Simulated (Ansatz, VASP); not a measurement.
## AlIn3Sb2N2 in VASP and in Ansatz

```
Al In Sb N
1.0
     3.31567    0.00000    0.00000
    -1.65783    2.87145    0.00000
     0.00000    0.00000   17.44262
Al In Sb N
1 3 2 2
Direct
  0.00000 0.00000 0.57076
  0.66667 0.33333 0.38047
  0.66667 0.33333 0.07384
  0.00000 0.00000 0.91469
  0.00000 0.00000 0.22131
  0.66667 0.33333 0.77600
  0.33333 0.66667 0.57003
  0.33333 0.66667 0.99290
```

Change from the starting cell: species swapped into the TiAl2Cr3C2 type (P3m1, No. 156).

Alike in both runs: functional PBE; k mesh 6 × 6 × 1; occupations gaussian, width 0.1 eV; no spin polarisation.

Ansatz relaxed the structure, and its values are those at the end. VASP's run is a single point on that final structure, the one shown.

|  | VASP | Ansatz |
| --- | --- | --- |
| version | VASP 6.6.1 | Ansatz 0.2.0 |
| potentials or method | VASP PAW PBE potentials, release 64 (Al, In_d, Sb, N) | scalar-relativistic, plane waves, PAW |
| plane-wave cutoff (eV) | 520 | 420 |
| valence electrons in the cell | 62 | 82 |

VASP gave:

```
gap on the k mesh at the Fermi level (eV) : none
pressure (GPa)                            : 0.0
rms of the force components (eV/Å)        : 0.005
```

Question: What did Ansatz give for the same quantities?

Answer: gap on the k mesh at the Fermi level (eV): none; pressure (GPa): 0.0; rms of the force components (eV/Å): 0.004.

A gap of «none» marks a metal or a gap that the smearing closes. The two sets of potentials don't hold the same shells in valence.

Caveats: the k mesh is coarse (spacing up to 0.36 Å⁻¹), so the values aren't converged; this functional lacks dispersion, which binds the layers, so the pressure and a relaxed spacing across them are unreliable. The runs have no spin-orbit coupling, so splittings on Sb are missing.
